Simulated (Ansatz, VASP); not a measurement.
## One calculation of CdInI3, two programs

```xyz
5
Lattice="5.9383 0.0000 0.0000 0.0000 5.9383 0.0000 0.0000 0.0000 5.9383" Properties=species:S:1:pos:R:3 pbc="T T T"
Cd    2.9691    2.9691    2.9691
In    0.0000    0.0000    0.0000
I     2.9691    0.0000    0.0000
I     0.0000    2.9691    0.0000
I     0.0000    0.0000    2.9691
```

Alike in both runs: functional PBE; k mesh 4 × 4 × 4; occupations gaussian, width 0.1 eV; no spin polarisation.

Ansatz relaxed the structure, and its values are those at the end. VASP's run is a single point on that final structure, the one shown.

|  | VASP | Ansatz |
| --- | --- | --- |
| version | VASP 6.6.1 | Ansatz 0.2.0 |
| potentials or method | VASP PAW PBE potentials, release 64 (Cd, In_d, I) | scalar-relativistic, plane waves, PAW |
| plane-wave cutoff (eV) | 520 | 420 |
| valence electrons in the cell | 46 | 84 |

|  | VASP | Ansatz | Ansatz less VASP |
| --- | --- | --- | --- |
| gap on the k mesh at the Fermi level (eV) | none | none | - |
| pressure (GPa) | 0.3 | 0.3 | +0.01 |

A gap of «none» marks a metal or a gap that the smearing closes. The two sets of potentials don't hold the same shells in valence.

Spin-orbit coupling is left out, which matters for the levels of I.
